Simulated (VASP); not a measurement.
Write the native input for VASP 6.6.1 that does the following.

| Item | Value |
| --- | --- |
| Task | single point |
| Functional | r2SCAN |
| Potentials or basis | VASP PAW PBE potentials, release 64 (Ru_pv, Ag) |
| Cutoff | 520 eV |
| k mesh | 4 × 4 × 5 |
| Occupations | fermi-dirac, width 0.1 eV |
| Spin | no spin polarisation |
| Dipole correction | no |
| Further INCAR settings | ALGO = Normal; EDIFF = 1e-06; NBANDS = 63 |

Crystal: AgRu3.

```
CELL_PARAMETERS angstrom
5.50454 0.00000 0.00000
-2.75227 4.76707 0.00000
0.00000 0.00000 4.36916
ATOMIC_POSITIONS crystal
Ru 0.33194 0.16596 0.25000
Ru 0.16598 0.33194 0.75000
Ru 0.83404 0.16598 0.25000
Ru 0.66806 0.83404 0.75000
Ru 0.83402 0.66806 0.25000
Ru 0.16596 0.83402 0.75000
Ag 0.33333 0.66667 0.25000
Ag 0.66667 0.33333 0.75000
```

The cell was built by a generator and needn't be a form met in nature.

These files were run (other wordings do the same):

POSCAR

```
AgRu3
1.0
    5.5045355621      0.0000000000      0.0000000000
   -2.7522677811      4.7670676329      0.0000000000
    0.0000000000      0.0000000000      4.3691646221
Ru Ag
6 2
Direct
    0.3319431666      0.1659596673      0.2500000000
    0.1659834993      0.3319431666      0.7500000000
    0.8340403327      0.1659834993      0.2500000000
    0.6680568334      0.8340403327      0.7500000000
    0.8340165007      0.6680568334      0.2500000000
    0.1659596673      0.8340165007      0.7500000000
    0.3333333333      0.6666666667      0.2500000000
    0.6666666667      0.3333333333      0.7500000000
```

INCAR.step1

```
PREC = Accurate ; ENCUT = 520
ISMEAR = -1 ; SIGMA = 0.1
LREAL = False ; LASPH = True
NELM = 100 ; NBANDS = 63
GGA = PE ; ALGO = Normal
EDIFF = 1E-4 ; LWAVE = True
LCHARG = False
```

INCAR.step2

```
PREC = Accurate ; ENCUT = 520
EDIFF = 1E-6 ; ISMEAR = -1
SIGMA = 0.1 ; LREAL = False
LASPH = True ; NELM = 100
ALGO = Normal ; ISIF = 2
LWAVE = False ; LCHARG = True
METAGGA = R2SCAN ; LMIXTAU = True
LELF = True ; LVHAR = True
NBANDS = 63 ; ISTART = 1
```

KPOINTS

```
regular mesh
0
Gamma
  4 4 5
```

Potentials or basis: VASP PAW PBE potentials, release 64 (Ru_pv, Ag).

The run is started by

```console
$ cat potpaw_PBE.64/Ru_pv/POTCAR potpaw_PBE.64/Ag/POTCAR > POTCAR
$ cp INCAR.step1 INCAR
$ mpirun -np 1 vasp_std > vasp.out
$ cp INCAR.step2 INCAR
$ mpirun -np 1 vasp_std > vasp.out
```

Results of the run:

```json
{
  "Pressure": "1.0 GPa",
  "Largest force": "0.008 eV/Å",
  "Band gap on the k mesh": "none (metal or under the smearing width)"
}
```

Caveat: the PAW data sets were made with another functional, which shifts forces and pressure a little.

It took 2.4 min on 1 thread of Intel(R) Xeon(R) 6975P-C (Granite Rapids), with other jobs on the host, peak memory 0.27 GiB.
